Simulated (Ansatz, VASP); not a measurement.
**Cross-check of Si113Ge28 (amorphous Si0.8Ge0.2) between VASP and Ansatz**

One calculation is typed for both programs; each brings its own data sets. How far apart do they land? The cell is taken from a series of runs on this material, whose earlier steps may have relaxed, scaled, displaced or heated it; both programs get it as it stands.

Program: Ansatz 0.2.0. Level of theory: plane waves, with VASP 6.6.1 beside it; single point at LDA. Results are calculated unless marked as measured.

## (1) Starting point

The cell holds 141 atoms: 113 Si and 28 Ge. Its edges and angles: a = 14.117 Å, b = 13.899 Å, c = 14.394 Å, α = 90.1°, β = 89.8°, γ = 90.9°. As first built, before any earlier steps moved the atoms (in the runner's words): 141 atoms (113 Si, 28 Ge) placed at random at 2.91 g/cm^3, melted at 3500 K for 10 ps at fixed volume with the Tersoff potential (Tersoff, Phys. Rev. B 39, 5566 (1989)). Quenched from 3500 K to 300 K at 10 K/ps and fixed volume, held 5 ps, then minimised at fixed cell.

## (2) VASP: single point, LDA

A single point gives forces, pressure and levels at one fixed geometry, so differences don't come from the geometry; what else differs is listed under the comparison.

Lines of VASP's logs that name or quote its potential files are left out, and so is its time.

INCAR reads:

```
SYSTEM = Si113Ge28
PREC = Accurate
ENCUT = 500
EDIFF = 1E-06
NELM = 120
ISMEAR = -1
SIGMA = 0.025
LREAL = Auto
ALGO = Normal
GGA = CA
NBANDS = 520
LORBIT = 11
LWAVE = .FALSE.
LCHARG = .FALSE.
ISIF = 2
LASPH = .TRUE.
GGA_COMPAT = .FALSE.
EFERMI = MIDGAP
```

POSCAR reads:

```
Si113Ge28
1.0
   14.1162700000     -0.1087200000      0.0287800000
   -0.1087200000     13.8980800000     -0.0163000000
    0.0287800000     -0.0163000000     14.3938100000
Si Ge
113 28
Direct
    0.0768400000      0.1293900000      0.3962500000
    0.1104000000      0.6491400000      0.4179900000
    0.5722500000      0.5947400000      0.5964700000
    0.0542300000      0.2833300000      0.3320400000
    0.7543000000      0.9312800000      0.2109300000
    0.4415100000      0.8437800000      0.9870000000
    0.9027200000      0.3326100000      0.2880600000
    0.0908100000      0.0952300000      0.7026200000
    0.3039600000      0.0807700000      0.9594400000
    0.1682700000      0.3271800000      0.2255200000
    0.3449300000      0.0922100000      0.8026900000
    0.4285000000      0.6280300000      0.3840800000
    0.8355800000      0.3598700000      0.5522300000
    0.3191300000      0.3755600000      0.9744600000
    0.1401000000      0.0525800000      0.9626300000
    0.1690000000      0.9247900000      0.1844500000
    0.6035400000      0.7786200000      0.6088800000
    0.7171100000      0.0568800000      0.3125400000
    0.2309500000      0.7561300000      0.5573000000
    0.6551700000      0.1976700000      0.2418700000
    0.1178600000      0.8231700000      0.4341200000
    0.1742200000      0.8085500000      0.0689800000
    0.8890100000      0.1045800000      0.8764900000
    0.9610400000      0.7170800000      0.6183300000
    0.4638500000      0.2080100000      0.2846900000
    0.4465300000      0.2842000000      0.6437400000
    0.5270000000      0.4936600000      0.3492300000
    0.9623800000      0.9850700000      0.6468000000
    0.2652000000      0.5778600000      0.2185200000
    0.6108800000      0.9346100000      0.5412200000
[... 105 atom lines left out ...]
    0.2660300000      0.5047300000      0.7251600000
    0.2374500000      0.6782100000      0.8827600000
    0.7059300000      0.9904300000      0.7733100000
    0.6862400000      0.2913700000      0.5962300000
    0.0769800000      0.6667000000      0.0632200000
    0.6857500000      0.3485700000      0.0037700000
```

KPOINTS reads:

```
Automatic mesh
0
Gamma
1 1 1
0 0 0
```

PAW data sets: Si and Ge_d (LDA family, release 64).

The run is started by

```console
export OMP_NUM_THREADS=3
mpirun -np 1 vasp_gam
```

Numbers of over 12 decimals in the logs are rounded to 6 here.

The program printed:

```text
[banner, memory and clock lines left out]
running    1 mpi-ranks, on    1 nodes
[...]
Offloading initialized ...    1 GPUs detected
[...]
LDA part: xc-table for (Slater(with rela. corr.)+CA(PZ))
 , standard interpolation
 POSCAR, INCAR and KPOINTS ok, starting setup
[...]
entering main loop
       N       E                     dE             d eps       ncg     rms          rms(c)
DAV:   1     0.157648580648E+05    0.15765E+05   -0.28956E+05  1216   0.279E+03
DAV:   2     0.273745715577E+04   -0.13027E+05   -0.12595E+05  1040   0.781E+02
DAV:   3    -0.316870811391E+03   -0.30543E+04   -0.28580E+04  1208   0.245E+02
DAV:   4    -0.779599545446E+03   -0.46273E+03   -0.43943E+03  1320   0.952E+01
[...]
DAV:  15    -0.788245357203E+03   -0.13293E-04   -0.27687E-04  1448   0.297E-02    0.248E-02
DAV:  16    -0.788245357138E+03    0.64443E-07   -0.25062E-05  1232   0.164E-02    0.110E-02
DAV:  17    -0.788245357154E+03   -0.16073E-07   -0.44015E-06   808   0.113E-02
   1 F= -.78824536E+03 E0= -.78824306E+03  d E =-.459018E-02
```

From OUTCAR (step 2):

```text
  FREE ENERGIE OF THE ION-ELECTRON SYSTEM (eV)
  ---------------------------------------------------
  free  energy   TOTEN  =      -788.2453571542 eV

  energy  without entropy=     -788.2407669761  energy(sigma->0) =     -788.24306207
```

The run ends at a pressure of 0.02 GPa, with forces up to 0.019 eV/Å.

## (3) Ansatz: single point, LDA

Ansatz runs on its default PAW (the set named soft_2) files.

The same cell, functional (in two slightly different forms), mesh and smearing now go to Ansatz, which takes its cutoff from its data sets.

input.yaml reads:

```yaml
crystal:
  lattice:
    - [14.11627, -0.10872, 0.02878]
    - [-0.10872, 13.89808, -0.0163]
    - [0.02878, -0.0163, 14.39381]
  atoms:
    - { symbol: Si, position: [0.07684, 0.12939, 0.39625] }
    - { symbol: Si, position: [0.1104, 0.64914, 0.41799] }
    - { symbol: Si, position: [0.57225, 0.59474, 0.59647] }
    - { symbol: Si, position: [0.05423, 0.28333, 0.33204] }
    - { symbol: Si, position: [0.7543, 0.93128, 0.21093] }
    - { symbol: Si, position: [0.44151, 0.84378, 0.987] }
    - { symbol: Si, position: [0.90272, 0.33261, 0.28806] }
    - { symbol: Si, position: [0.09081, 0.09523, 0.70262] }
    - { symbol: Si, position: [0.30396, 0.08077, 0.95944] }
    - { symbol: Si, position: [0.16827, 0.32718, 0.22552] }
    - { symbol: Si, position: [0.34493, 0.09221, 0.80269] }
    - { symbol: Si, position: [0.4285, 0.62803, 0.38408] }
    - { symbol: Si, position: [0.83558, 0.35987, 0.55223] }
    - { symbol: Si, position: [0.31913, 0.37556, 0.97446] }
    - { symbol: Si, position: [0.1401, 0.05258, 0.96263] }
    - { symbol: Si, position: [0.169, 0.92479, 0.18445] }
    - { symbol: Si, position: [0.60354, 0.77862, 0.60888] }
    - { symbol: Si, position: [0.71711, 0.05688, 0.31254] }
    - { symbol: Si, position: [0.23095, 0.75613, 0.5573] }
    - { symbol: Si, position: [0.65517, 0.19767, 0.24187] }
    - { symbol: Si, position: [0.11786, 0.82317, 0.43412] }
    - { symbol: Si, position: [0.17422, 0.80855, 0.06898] }
    - { symbol: Si, position: [0.88901, 0.10458, 0.87649] }
    - { symbol: Si, position: [0.96104, 0.71708, 0.61833] }
    - { symbol: Si, position: [0.46385, 0.20801, 0.28469] }
    - { symbol: Si, position: [0.44653, 0.2842, 0.64374] }
    - { symbol: Si, position: [0.527, 0.49366, 0.34923] }
    - { symbol: Si, position: [0.96238, 0.98507, 0.6468] }
    - { symbol: Si, position: [0.2652, 0.57786, 0.21852] }
    - { symbol: Si, position: [0.61088, 0.93461, 0.54122] }
[... 105 atom lines left out ...]
    - { symbol: Ge, position: [0.26603, 0.50473, 0.72516] }
    - { symbol: Ge, position: [0.23745, 0.67821, 0.88276] }
    - { symbol: Ge, position: [0.70593, 0.99043, 0.77331] }
    - { symbol: Ge, position: [0.68624, 0.29137, 0.59623] }
    - { symbol: Ge, position: [0.07698, 0.6667, 0.06322] }
    - { symbol: Ge, position: [0.68575, 0.34857, 0.00377] }
kpoints:
  mp_grid: { grid: [1, 1, 1] }
hamiltonian:
  xc: lda
scf:
  occupations: { method: fermi_dirac, width: 0.025 }
output:
  forces: true
  stress: true
  populations: true
  dos:
    method: { smearing: { sigma: 0.15 } }
    de: 0.1
    projected: { site_lists: { Ge: [Ge], Si: [Si] } }
  eigenvalues: true
  write_density: true
  write_potential: true
  volumetric_format: npy
  elf: true
```

The run is started by

```console
ansatz run input.yaml --threads 8 --pin off --max-ram 15872MiB --backend cpu --events-out ev --progress --plain --runs-dir out
```

The program printed:

```text
Engine: ansatz 0.2.0, aarch64-unknown-linux-gnu
Pseudopotentials: kind: paw
Pseudopotential: Si, paw, valence charge 4, recommended cutoff 420 eV (normal), Si.paw.azcp
Pseudopotential: Ge, paw, valence charge 14, recommended cutoff 420 eV (normal), Ge.paw.azcp
Functional definition: SPW92
  exchange = slater_x
  correlation = pw_c
Crystal: 141 atoms, lattice volume = 2823.723 Å³
Basis set: ecut = 420 eV, 55199 PW (Γ)
Bands: 563, of which v1, the nominal top of the filled ones, is band 422 counted from 1 (421 counted from 0)
Symmetry: 1 space group operations
Space group: P1 (ITA 1), of the structure as read, at distance tolerance 1.4e-4 Å
k-points: 1
Non-local potential: Si, projectors of the file, l = 0: 2, l = 1: 2, l = 2: 2
Non-local potential: Ge, projectors of the file, l = 0: 2, l = 1: 2, l = 2: 3, l = 3: 1
PAW form: soft (Blöchl's): semilocal exchange-correlation on the pseudo side does not see the compensation charge
PAW frozen core: Si, regenerated for the run's functional, and the local potential with it (the file was generated under x = pbe(κ = 0.804, μ = 0.219515), c = pbe(β = 0.066725))
PAW frozen core: Ge, regenerated for the run's functional, and the local potential with it (the file was generated under x = pbe(κ = 0.804, μ = 0.219515), c = pbe(β = 0.066725))
PAW one-centre angular grid: Si, 110 points (default); XC on 64 Gauss nodes
PAW one-centre angular grid: Ge, 590 points (default); XC on 64 Gauss nodes
Initial density: superposition of atomic densities (neutral atoms: chi_scale 0, normalization atom), corrected by the library's trained network
Initial wavefunctions: pseudopotential atomic-orbital guess
Functional: x = slater, c = lda
SCF iter   1: F=—  HF=-186786.978054 eV  |F-HF|=—  |Δ(HF+E_count)|=         —  Δρ=4.94e-3  dr2=1.17e0  ethr=1.77e-3  ⟨swp⟩=6.0  Hψ=2353  notcnv=0  defer=50
preconditioner: auto → Resta (q_TF=auto, 2.231 Å⁻¹)  ε∞=5.6  [insulator: Δε(μ)=0.277 eV  Ē_g=7.731 eV  σ=0.025 eV  W_gap=0.99  n_scr=512 (ndim 8)  ℏωp=16.6 eV  f_vac=0.004  D(μ)=0.65/eV (n_scr^D=0)  ε∞_Penn≈5.6]
SCF iter   2: F=—  HF=-186786.751382 eV  |F-HF|=—  |Δ(HF+E_count)|=   2.27e-1  Δρ=2.67e-3  dr2=2.69e-1  ethr=1.39e-4  ⟨swp⟩=2.0  Hψ=658  notcnv=0  defer=112
SCF iter   3: F=—  HF=-186786.681239 eV  |F-HF|=—  |Δ(HF+E_count)|=   7.01e-2  Δρ=3.86e-4  dr2=6.00e-3  ethr=3.19e-5  ⟨swp⟩=2.0  Hψ=643  notcnv=0  defer=120
SCF iter   4: F=—  HF=-186786.680590 eV  |F-HF|=—  |Δ(HF+E_count)|=   6.49e-4  Δρ=1.21e-4  dr2=5.47e-4  ethr=7.10e-7  ⟨swp⟩=2.0  Hψ=865  notcnv=0  defer=120
SCF iter   5: F=—  HF=-186786.680468 eV  |F-HF|=—  |Δ(HF+E_count)|=   1.22e-4  Δρ=5.31e-5  dr2=9.20e-5  ethr=6.48e-8  ⟨swp⟩=2.0  Hψ=865  notcnv=0  defer=120
SCF iter   6: F=—  HF=-186786.680509 eV  |F-HF|=—  |Δ(HF+E_count)|=   4.04e-5  Δρ=1.55e-5  dr2=1.42e-5  ethr=1.09e-8  ⟨swp⟩=2.0  Hψ=985  notcnv=0  defer=120
SCF iter   7: F=—  HF=-186786.680510 eV  |F-HF|=—  |Δ(HF+E_count)|=   1.72e-6  Δρ=4.74e-6  dr2=1.61e-6  ethr=1.68e-9  ⟨swp⟩=2.0  Hψ=749  notcnv=0  defer=120
SCF iter   8: F=—  HF=-186786.680511 eV  |F-HF|=—  |Δ(HF+E_count)|=   2.51e-7  Δρ=1.18e-6  dr2=1.35e-7  ethr=1.90e-10  ⟨swp⟩=2.0  Hψ=863  notcnv=0  defer=120
SCF iter   9: F=-186786.680511 eV  HF=-186786.680511 eV  |F-HF|=1.52e-8  |Δ(HF+E_count)|=   1.46e-8  Δρ=5.05e-7  dr2=1.79e-8  ethr=1.18e-11  ⟨swp⟩=17.0  Hψ=4186  notcnv=0
SCF 1 converged in 9 iterations: F = -186786.680511 eV  dr2 = 1.79e-8
  greatest PAW one-centre occupation: 0.998 electrons in one spin orbital (limit 2), on the Ge atom at site 125 (counted from 0), in its partial waves of l = 2
SCF converged after 9 iterations
Free energy (F): -186786.680511 eV
Harris-Foulkes:  -186786.680511 eV  (|F-HF|=1.52e-8)
Internal energy: -186786.675942 eV  (E = F + TS)
E sigma→0 (E₀):  -186786.678226 eV
Entropy (-TS):   -0.004569 eV (-0.032 meV/atom)
Fermi energy:    6.894676 eV
--- Per-component energies (eV) ---
  E_band       = -4048.632167
  E_kinetic    = 7736.275571
  E_local      = -94914.251457  (includes V_loc(G=0)·N_el)
  E_nonlocal   = 14857.163995
  E_hartree    = 42313.619528
  E_xc         = -8321.577830
  E_vxc        = -7176.869377  (∫ρ·V_xc dr)
  E_paw        = -109272.215444  (= ΣΔE_a)
  E_vpaw       = -9178.195381  (= ΣTr[D̂ρ^β])
  E_aug_tail   = 0.008639  (compensation charges beyond the density's cutoff)
  E_ewald      = -39248.661449
  E_core_change = 62.962506  (= ΣΔE_core)
  E_smearing   = -0.004569  (= −TS)
  E_closure    = 0.000000  (closes the sum)
  Σ components = -186786.680511   (vs F -186786.680511, Δ=0.00e0)
--- Forces (eV/Å), atoms counted from 1 ---
  atom   1  Si     0.00025602     0.00032705     0.00001876
  atom   2  Si     0.00171938    -0.00103005    -0.00177615
  atom   3  Si     0.00039811     0.00339969     0.00161898
  atom   4  Si     0.00237235     0.00047270    -0.00092696
  atom   5  Si     0.00071279     0.00018532     0.00190751
[...]
0.008397       0.002175      -0.009649
  P = ⅓ Tr σ = -0.0100 GPa (-0.100 kbar)
--- Band table (eV) ---
  k-point 0: bands = [... 418 lower, 6.6042, 6.6486, 6.6928, 6.7713, 7.0178, 7.0981, 7.2083, 7.2765, ... 137 higher]
--- Löwdin populations: 141 sites ---
  site symbol       q [e]
     0     Si      3.8914
     1     Si      3.8751
     2     Si      3.9731
     3     Si      3.9767
     4     Si      3.9703
     5     Si      3.9506
     6     Si      3.9349
     7     Si      3.9571
     8     Si      3.9477
     9     Si      3.9315
    10     Si      3.9608
    11     Si      3.9644
    12     Si      3.9488
    13     Si      3.9982
    14     Si      3.9674
    15     Si      3.9598
    16     Si      3.9432
    17     Si      3.9881
    18     Si      3.9913
    19     Si      3.8918
    20     Si      3.9598
    21     Si      3.9406
    22     Si      3.9420
    23     Si      3.8954
[...]
133     Ge     14.0889
   134     Ge     14.0289
   135     Ge     14.0165
   136     Ge     14.0414
   137     Ge     13.9822
   138     Ge     14.0451
   139     Ge     14.0632
   140     Ge     14.0022
  spilling = 0.006909 (of n_electrons = 844.000000)
```

In the SCF lines HF is the Harris–Foulkes energy and dr2 the Hartree energy of the density residual, in eV; the loop may stop once dr2 is under the threshold and the program's other checks hold. Hψ counts applications of the Hamiltonian.

## (4) Differences

Known differences besides the potentials themselves: the two LDA forms differ slightly; the cutoff is 420 eV in Ansatz and 500 eV in VASP (PREC = Accurate, projectors in real space); VASP's log shows a relativistic correction to its local exchange, Ansatz's none. Total energies have different zeros and are not compared.

Compared:

| quantity | Ansatz | VASP | difference |
| --- | --- | --- | --- |
| pressure (GPa) | -0.01 | 0.02 | -0.03 |
| gap on the k mesh (eV) | 0.247 | 0.246 | 0.000 |

At this near-relaxed geometry the largest component of a force difference is 12 meV/Å. A gap on the mesh is an upper bound, since the band edges may lie between its points.

## (5) Results

```
difference in gap on the k mesh (single point, LDA) : 3.1e-4 eV
```

The difference in gap on the k mesh is 3.1e-4 eV (single point, LDA), within the 0.08 eV picked in this series as the mark of a large difference. Such differences can come from data sets, numerical settings and the points named under the comparisons, not from the functional's error against experiment.

[Lines on the potential files, build, host, timing and source positions are cut from VASP's logs without a mark.]

[Logs are printed without paths, hosts, clocks, repeated set-up lines and the standing remarks that a program may print on its own settings, such as how far it seeks lower states.]

[Hosts, paths, dates, database ids (printed as entryN), source tags and the programs' standing remarks are cut or masked in the printed files.]
